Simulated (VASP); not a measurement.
An input for Ansatz (written as the equivalent of a VASP run, and not itself run):

Ansatz 0.2 input:
```yaml
crystal:
  lattice:
    - [4.8880844, 0.0000000, 0.0000000]
    - [0.0000000, 5.5389987, 0.0000000]
    - [0.0000000, 0.0000000, 2.6725254]
  atoms:
    - { symbol: Fe, position: [0.5000000, 0.5000000, 0.5000000] }
    - { symbol: Fe, position: [1.0000000, 1.0000000, 0.0000000] }
    - { symbol: P, position: [0.3280810, 0.8667588, 0.5000000] }
    - { symbol: P, position: [0.6719190, 0.1332412, 0.5000000] }
    - { symbol: P, position: [0.8280810, 0.6332412, 0.0000000] }
    - { symbol: P, position: [0.1719190, 0.3667588, 1.0000000] }
kpoints:
  mp_grid: { grid: [4, 4, 7] }
hamiltonian:
  xc: lda
  pseudopotentials: { kind: paw }
scf:
  occupations: { method: gaussian, width: 0.05 }
  max_iter: 100
relax:
  max_steps: 60
  f_tol: 0.02
  cell: {}
output: { forces: true, stress: true, eigenvalues: true }
```

**Question.** Write the VASP files for the same calculation (LDA).

**Answer.** One answer among several that fit: 
**POSCAR**
```
FeP2
1
    4.8880844040    -0.0000000000     0.0000000000
   -0.0000000000     5.5389987153     0.0000000000
    0.0000000000     0.0000000000     2.6725253677
Fe P
2 4
Direct
  0.5000000000   0.5000000000   0.5000000000
  1.0000000000   1.0000000000   0.0000000000
  0.3280809811   0.8667587885   0.5000000000
  0.6719190189   0.1332412115   0.5000000000
  0.8280809811   0.6332412115   0.0000000000
  0.1719190189   0.3667587885   1.0000000000
```

KPOINTS:
```
Automatic mesh
0
Gamma
4 4 7
0 0 0
```

### INCAR
```
SYSTEM = FeP2
PREC = Accurate
ENCUT = 400
EDIFF = 1E-6
NELM = 100
ALGO = Normal
LREAL = .FALSE.
LASPH = .TRUE.
ISMEAR = 0
SIGMA = 0.05
LMAXMIX = 4
LWAVE = .FALSE.
LCHARG = .FALSE.
IBRION = 2
ISIF = 3
NSW = 60
EDIFFG = -0.02
```

POTCAR, in this order: Fe P (LDA.64 set). Program: vasp_std.

The two are equivalent in intent, not identical: each code has its own PAW files, so the cut-off isn't converted (ENCUT is set for VASP's; basis.ecutwfc is left out, and Ansatz then takes the one that its files recommend); Ansatz stops its SCF on the density residual and VASP on the energy change (EDIFF); Ansatz's lda is the Perdew-Wang form, while the LDA potentials of VASP carry Perdew-Zunger's.

The structure comes from a computed database's FeP2 entry (Pnnm); how it stands against other phases isn't given here. This run relaxes it. Symmetry was kept, so distortions that lower it aren't found. The start is the result of an earlier pass.
